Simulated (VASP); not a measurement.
Output of a VASP run:

### OSZICAR
```
       N       E                     dE             d eps       ncg     rms          rms(c)
DAV:   1     0.282388987682E+02    0.28239E+02   -0.70929E+03  1050   0.104E+03
DAV:   2    -0.230514328890E+02   -0.51290E+02   -0.48640E+02  1279   0.219E+02
DAV:   3    -0.247248483474E+02   -0.16734E+01   -0.16613E+01  1329   0.345E+01
DAV:   4    -0.247386767713E+02   -0.13828E-01   -0.13788E-01  1189   0.312E+00
DAV:   5    -0.247388838827E+02   -0.20711E-03   -0.20693E-03  1347   0.294E-01    0.491E+01
DAV:   6    -0.218554898297E+02    0.28834E+01   -0.15444E+01  1160   0.272E+01    0.414E+01
DAV:   7    -0.217853840718E+02    0.70106E-01   -0.62185E-01  1172   0.720E+00    0.263E+01
DAV:   8    -0.217705250538E+02    0.14859E-01   -0.11072E-01  1178   0.316E+00    0.544E+00
DAV:   9    -0.217627554663E+02    0.77696E-02   -0.43220E-02  1196   0.144E+00    0.146E+00
DAV:  10    -0.217624080552E+02    0.34741E-03   -0.23045E-03  1228   0.421E-01    0.139E-01
DAV:  11    -0.217624206955E+02   -0.12640E-04   -0.80038E-05  1242   0.966E-02    0.633E-02
DAV:  12    -0.217624175327E+02    0.31628E-05   -0.10939E-05  1205   0.297E-02    0.172E-02
DAV:  13    -0.217624174169E+02    0.11589E-06   -0.49538E-07   643   0.769E-03
   1 F= -.21762417E+02 E0= -.21749417E+02  d E =-.217624E+02
       N       E                     dE             d eps       ncg     rms          rms(c)
DAV:   1    -0.217630714590E+02   -0.65393E-03   -0.21271E-02  1055   0.149E+00    0.482E-01
DAV:   2    -0.217624844989E+02    0.58696E-03   -0.98882E-04  1091   0.290E-01    0.224E-01
DAV:   3    -0.217623108813E+02    0.17362E-03   -0.37003E-04  1142   0.186E-01    0.144E-01
DAV:   4    -0.217623054541E+02    0.54272E-05   -0.23684E-05  1278   0.470E-02    0.877E-02
DAV:   5    -0.217623066703E+02   -0.12161E-05   -0.24825E-06  1124   0.128E-02    0.701E-03
DAV:   6    -0.217623068102E+02   -0.13994E-06   -0.16670E-07   568   0.398E-03
   2 F= -.21762307E+02 E0= -.21749367E+02  d E =0.110607E-03
       N       E                     dE             d eps       ncg     rms          rms(c)
DAV:   1    -0.217628001476E+02   -0.49348E-03   -0.94827E-03  1040   0.993E-01    0.322E-01
DAV:   2    -0.217625361774E+02    0.26397E-03   -0.44181E-04  1088   0.194E-01    0.150E-01
DAV:   3    -0.217624579408E+02    0.78237E-04   -0.16570E-04  1133   0.124E-01    0.966E-02
DAV:   4    -0.217624544253E+02    0.35155E-05   -0.10632E-05  1266   0.314E-02    0.586E-02
DAV:   5    -0.217624529765E+02    0.14488E-05   -0.10226E-06   675   0.870E-03    0.481E-03
DAV:   6    -0.217624528811E+02    0.95413E-07   -0.13997E-07   553   0.380E-03
   3 F= -.21762453E+02 E0= -.21749473E+02  d E =-.354643E-04
```

OUTCAR:
```
------------------------ aborting loop because EDIFF is reached ----------------------------------------
  FORCE on cell =-STRESS in cart. coord.  units (eV):
  Direction    XX          YY          ZZ          XY          YZ          ZX
  --------------------------------------------------------------------------------------
  Total        0.0015196      0.0015196      0.0015196      0.0000000     -0.0000000     -0.0000000
  in kB        0.1055957      0.1055957      0.1055957      0.0000000     -0.0000000     -0.0000000
  external PRESSURE =       0.1055957 kB  Pullay stress =       0.0000000 kB
  volume of cell :       23.06
      direct lattice vectors                 reciprocal lattice vectors
     0.000000000  2.259025283  2.259025283    -0.221334397  0.221334397  0.221334397
     2.259025283 -0.000000000  2.259025283     0.221334397 -0.221334397  0.221334397
     2.259025283  2.259025283 -0.000000000     0.221334397  0.221334397 -0.221334397
 POSITION                                       TOTAL-FORCE (eV/Angst)
 -----------------------------------------------------------------------------------
      0.00000      0.00000     -0.00000        -0.000000      0.000000     -0.000000
      2.25903      2.25903      2.25903         0.000000     -0.000000      0.000000
 -----------------------------------------------------------------------------------
    total drift:                                0.000000     -0.000000     -0.000000
  FREE ENERGIE OF THE ION-ELECTRON SYSTEM (eV)
  ---------------------------------------------------
  free  energy   TOTEN  =       -21.7624528811 eV

  energy  without entropy=      -21.7364929313  energy(sigma->0) =      -21.74947291

 reached required accuracy - stopping structural energy minimisation
```
(Selected blocks of OUTCAR.)

File POSCAR:
```
HfN
1
    0.0000000000     2.2600000000     2.2600000000
    2.2600000000     0.0000000000     2.2600000000
    2.2600000000     2.2600000000     0.0000000000
Hf N
1 1
Direct
  0.0000000000   0.0000000000   0.0000000000
  0.5000000000   0.5000000000   0.5000000000
```

Write an INCAR and KPOINTS that could have produced this output.

Several could match; the one computed here: the input of the run itself, PBE GGA, plane waves, VASP's PBE PAW potentials (set 64).

KPOINTS:
```
K-points
0
Gamma
 10 10 10
```

### INCAR
```
SYSTEM = HfN
PREC = Accurate
ENCUT = 400
EDIFF = 1E-6
NELM = 100
ALGO = Normal
LREAL = .FALSE.
LASPH = .TRUE.
ISMEAR = 0
SIGMA = 0.272
GGA = PE
LMAXMIX = 6
LWAVE = .FALSE.
LCHARG = .FALSE.
ISIF = 3
IBRION = 2
NSW = 50
EDIFFG = -0.01
```

POTCAR, in this order: Hf_pv N (PBE.64 set). Program: vasp_std.

At this cut-off the stress carries a Pulay error, which pulls relaxed volumes low.

The structure is a typed HfN crystal (Fm-3m). This run relaxes it. Symmetry was kept, so distortions that lower it aren't found. The run is one of a series of settings (EDIFFG = -0.01, IBRION = 2, ISIF = 3, NSW = 50 against the base run), some of them coarse on purpose. The electron count is odd and the run is not spin-polarised, which forces a metal.
